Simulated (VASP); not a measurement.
All values below come from LDA (Ceperley-Alder, Perdew-Zunger), VASP's LDA PAW potentials (set 64) (plane waves; VASP).

The input files of a VASP run:

INCAR:
```
EDIFF=1E-6
SIGMA=0.1   # width (eV)
LCHARG=.FALSE.
LORBIT=10
MAGMOM=2.5
LWAVE=.FALSE.
ISMEAR=1
IBRION=2   # conjugate gradients
LASPH=.TRUE.   # aspherical one-centre terms
NELM=100
LREAL=.FALSE.   # projection in real space or not
ALGO=Normal
EDIFFG=-0.01   # ionic stop
ISIF=3   # ions, shape and volume
PREC=Accurate
NSW=60
ISPIN=2   # spin-polarised
SYSTEM=Fe
LMAXMIX=4
ENCUT=520
```

File KPOINTS:
```
K-points
0
Gamma
16 16 16
0 0 0
```

File POSCAR:
```
Fe
1.0
 -1.4350000000   1.4350000000   1.4350000000
  1.4350000000  -1.4350000000   1.4350000000
  1.4350000000   1.4350000000  -1.4350000000
Fe
1
Cartesian
  0.0000000000   0.0000000000   0.0000000000
```

POTCAR, in this order: Fe (LDA.64 set). Program: vasp_std.

What will the output report for the number of irreducible k-points (NKPTS), largest plane-wave count, number of space-group operations, FFT grid (NGX, NGY, NGZ)?

```
Item                                           Value
--------------------------------------  ------------
number of irreducible k-points (NKPTS)           145
largest plane-wave count                         330
number of space-group operations                  48
FFT grid (NGX, NGY, NGZ)                18 × 18 × 18
```

The compound is Fe in the bcc structure. This run relaxes it. Symmetry was kept, so distortions that lower it aren't found.
